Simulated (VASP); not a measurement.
The input files of a VASP run:

File POSCAR:
```
SnS2
1.0
  1.8609574279  -3.2232730975   0.0000000000
  1.8609574279   3.2232730975   0.0000000000
  0.0000000000   0.0000000000   6.1658746923
Sn S
1 2
Cartesian
  0.0000000000   0.0000000000   0.0000000000
  1.8609574279   1.0744265147   1.5025365202
  1.8609574279  -1.0744265147   4.6633381721
```

### INCAR
```
! general
SYSTEM  = SnS2
PREC    = Accurate
ENCUT   = 520   ! plane-wave cut-off (eV)
LREAL   = F   ! projection in real space or not
LASPH   = T

! electronic loop
EDIFF   = 1E-7
NELM    = 100   ! most electronic steps
ALGO    = Normal
LMAXMIX = 4   ! l cut-off of mixed one-centre charges

! smearing
ISMEAR  = 0
SIGMA   = 0.05

! functional
GGA     = PS   ! PBEsol

! ions
IBRION  = 2   ! conjugate gradients
NSW     = 30   ! most ionic steps
ISIF    = 4   ! ions and shape, fixed volume
EDIFFG  = -0.01   ! ionic stop

! output
LWAVE   = F
LCHARG  = F
```

File KPOINTS:
```
Regular mesh
0
gamma
  8 8 5
```

POTCAR, in this order: Sn_d S (PBE.64 set). Program: vasp_std.

### Question
Translate this PBEsol calculation to Quantum ESPRESSO's pw.x.

### Answer
One equivalent input (not run):
```
&CONTROL
  calculation = 'vc-relax'
  pseudo_dir = './pseudo'
  outdir = './out'
  tprnfor = .true.
  tstress = .true.
  nstep = 30
  forc_conv_thr = 0.00039
/
&SYSTEM
  ibrav = 0
  nat = 3
  ntyp = 2
  ecutwfc = 72
  occupations = 'smearing'
  smearing = 'gaussian'
  degauss = 0.003675
  input_dft = 'pbesol'
/
&ELECTRONS
  conv_thr = 7.3e-09
  electron_maxstep = 100
/
&IONS
/
&CELL
  cell_dofree = 'shape'
/
ATOMIC_SPECIES
  Sn 118.710 Sn.upf
  S 32.060 S.upf
CELL_PARAMETERS angstrom
     1.8609574   -3.2232731    0.0000000
     1.8609574    3.2232731    0.0000000
     0.0000000    0.0000000    6.1658747
ATOMIC_POSITIONS crystal
  Sn   0.0000000  0.0000000  0.0000000
  S    0.3333330  0.6666670  0.2436859
  S    0.6666670  0.3333330  0.7563141
K_POINTS automatic
  8 8 5 0 0 0
```
What does not carry over: the potentials are each code's own (VASP's PAW set, PseudoDojo norm-conserving files in pw.x), so ENCUT and ecutwfc are chosen apart and not converted; conv_thr bounds pw.x's estimated SCF error, while EDIFF bounds the energy change between steps; forc_conv_thr acts on force components and is met together with etot_conv_thr.

The compound is SnS2 in the 1T layered structure. This cell is one point of a volume scan, at 1.06 of the reference volume. Symmetry was kept, so distortions that lower it aren't found.
